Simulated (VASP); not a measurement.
Given:

```
CELL_PARAMETERS angstrom
      1.83665    -3.18117     0.00000
      1.83665     3.18117     0.00000
      0.00000     0.00000     7.67141
ATOMIC_POSITIONS crystal
  Zr 0.00000 0.00000 0.00000
  S  0.33333 0.66667 0.18705
  S  0.66667 0.33333 0.81295
```

These are revPBE GGA, VASP's PBE PAW potentials (set 64) (plane waves; VASP 6.6.1) values and carry that method's errors. Run with 520 eV cut-off, 7×7×3 Γ-centred mesh, Gaussian smearing of 0.050 eV, potentials Zr_sv S.

Without a dispersion term in the relaxation, distances and binding between the weakly bound layers, chains or molecules are unreliable, and so is what depends on them.

Task: The ions and cell shape at fixed volume are relaxed. Predict the relaxed structure.

Result: 
```
CELL_PARAMETERS angstrom
      1.85296    -3.20942     0.00000
      1.85296     3.20942     0.00000
      0.00000     0.00000     7.53697
ATOMIC_POSITIONS crystal
  Zr 0.00000 0.00000 0.00000
  S  0.33333 0.66667 0.19243
  S  0.66667 0.33333 0.80757
```
Space group P-3m1 (164), at a tolerance of 0.03 Å.

Task: How much energy does the relaxation gain?

Result: The energy (σ→0) changes by -5.4 meV/atom, in 6 ionic steps.

The compound is ZrS2 in the 1T layered structure. This cell is one point of a volume scan, at 0.97 of the reference volume. Symmetry was kept, so distortions that lower it aren't found.
